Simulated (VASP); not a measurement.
Here is a VASP 6.6.1 calculation.

The input INCAR:

```
SYSTEM = BN
PREC     = Accurate       ! precision mode
ENCUT    = 520            ! plane-wave cutoff, eV
EDIFF    = 1E-7           ! SCF threshold, eV
ISMEAR   = 0              ! smearing method
SIGMA    = 0.01           ! smearing width, eV
LREAL    = Auto         
LASPH    = .True.         ! aspherical terms in the spheres
NELM     = 100            ! most SCF steps
ALGO     = Normal         ! electronic algorithm
ISIF     = 2              ! what is computed and relaxed
LWAVE    = .False.        ! write WAVECAR
LCHARG   = .False.        ! write CHGCAR
GGA      = PE             ! functional
NBANDS   = 96             ! bands
```

File KPOINTS:

```
Automatic mesh
0
Gamma
  1 1 1
  0.25 0.25 0.25
```

POSCAR

```
BN
1.0
    7.4650312800      0.0000000000      0.0000000000
   -3.7325156400      6.4649067300      0.0000000000
    0.0000000000      0.0000000000      6.4954828800
B N
18 18
Direct
    0.1111111100      0.2222222233      0.2500000000
    0.2222222233      0.1111111100      0.7500000000
    0.1111111100      0.5555555567      0.2500000000
    0.2222222233      0.4444444433      0.7500000000
    0.1111111100      0.8888888900      0.2500000000
    0.2222222233      0.7777777767      0.7500000000
    0.4444444433      0.2222222233      0.2500000000
    0.5555555567      0.1111111100      0.7500000000
    0.4444444433      0.5555555567      0.2500000000
    0.5555555567      0.4444444433      0.7500000000
    0.4444444433      0.8888888900      0.2500000000
    0.5555555567      0.7777777767      0.7500000000
    0.7777777767      0.2222222233      0.2500000000
    0.8888888900      0.1111111100      0.7500000000
    0.7777777767      0.5555555567      0.2500000000
    0.8888888900      0.4444444433      0.7500000000
    0.7777777767      0.8888888900      0.2500000000
    0.8888888900      0.7777777767      0.7500000000
    0.1111111100      0.2222222233      0.7500000000
    0.2222222233      0.1111111100      0.2500000000
    0.1111111100      0.5555555567      0.7500000000
    0.2222222233      0.4444444433      0.2500000000
    0.1111111100      0.8888888900      0.7500000000
    0.2222222233      0.7777777767      0.2500000000
    0.4444444433      0.2222222233      0.7500000000
    0.5555555567      0.1111111100      0.2500000000
    0.4444444433      0.5555555567      0.7500000000
    0.5555555567      0.4444444433      0.2500000000
    0.4444444433      0.8888888900      0.7500000000
    0.5555555567      0.7777777767      0.2500000000
    0.7777777767      0.2222222233      0.7500000000
    0.8888888900      0.1111111100      0.2500000000
    0.7777777767      0.5555555567      0.7500000000
    0.8888888900      0.4444444433      0.2500000000
    0.7777777767      0.8888888900      0.7500000000
    0.8888888900      0.7777777767      0.2500000000
```

Potentials or basis: VASP PAW PBE potentials, release 64 (B, N).

Command:

```console
$ cat potpaw_PBE.64/B/POTCAR potpaw_PBE.64/N/POTCAR > POTCAR
$ mpirun -np 1 vasp_std > vasp.out
```

Estimate the band gap on the k mesh.

4.82 eV.

Predict the pressure.

8.7 GPa.

Stress tensor (GPa, compression positive):
```
11.31  0.00  0.00
 0.00 11.31  0.00
 0.00  0.00  3.63
```

Caveat: the k mesh is coarse (spacing up to 0.97 Å⁻¹), so the values aren't converged; this functional lacks dispersion, which binds the layers, so the pressure and a relaxed spacing across them are unreliable. A k mesh can miss the band edges.
